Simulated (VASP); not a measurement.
Crystal: AlB3P4.

```
Al B P
1.0
     3.46223   -4.90634    0.00000
     3.46223    4.90634    0.00000
     0.00000    0.00000    3.48973
Al B P
1 3 4
Direct
  0.50000 0.50000 0.00000
  0.00000 0.50000 0.50000
  0.50000 0.00000 0.50000
  0.00000 0.00000 0.00000
  0.24443 0.75557 0.00000
  0.75991 0.75991 0.50000
  0.24009 0.24009 0.50000
  0.75557 0.24443 0.00000
```

The cell was built by a generator and needn't be a form met in nature.

| Property | Result |
| --- | --- |
| Program | VASP 6.6.1 |
| Task | relaxation of cell and atoms |
| Functional | PBE |
| Potentials or basis | VASP PAW PBE potentials, release 64 (Al, B, P) |
| Cutoff | 520 eV |
| k mesh | 3 × 3 × 4 |
| Occupations | gaussian, width 0.15 eV |
| Spin | no spin polarisation |

At the start: pressure -18.5 GPa; volume 14.82 Å³/atom.

Q: Where does the relaxation end?

A: Over 8 steps the energy falls by 270.8 meV/atom and the volume is 11.86 Å³/atom (-19.9 %); space group Cmmm (No. 65, to 0.05 Å).

Step by step:
```csv
step,energy change (eV),largest force (eV/Å),pressure (GPa),volume (Å³)
1,0.0000,1.2548,-18.47,118.56
2,-1.9013,1.4612,5.50,91.58
3,-1.9236,1.4879,2.35,93.57
4,-2.1430,0.1435,2.47,93.02
5,-2.1430,0.1347,2.50,93.01
6,-2.1596,0.0725,-1.03,95.44
7,-2.1608,0.0833,-0.38,94.94
8,-2.1664,0.0528,-0.28,94.91
```

Final structure:
```
CELL_PARAMETERS angstrom
3.29651 -4.50573 0.00000
3.29651 4.50573 0.00000
0.00000 0.00000 3.19509
ATOMIC_POSITIONS crystal
Al 0.50000 0.50000 0.00000
B 0.00000 0.50000 0.50000
B 0.50000 0.00000 0.50000
B 0.00000 0.00000 0.00000
P 0.23095 0.76905 0.00000
P 0.77872 0.77872 0.50000
P 0.22128 0.22128 0.50000
P 0.76905 0.23095 0.00000
```

Caveat: the k mesh is coarse (spacing up to 0.45 Å⁻¹), so the values aren't converged; the volume moved by over 15 % at a fixed basis, so the end points are rough.
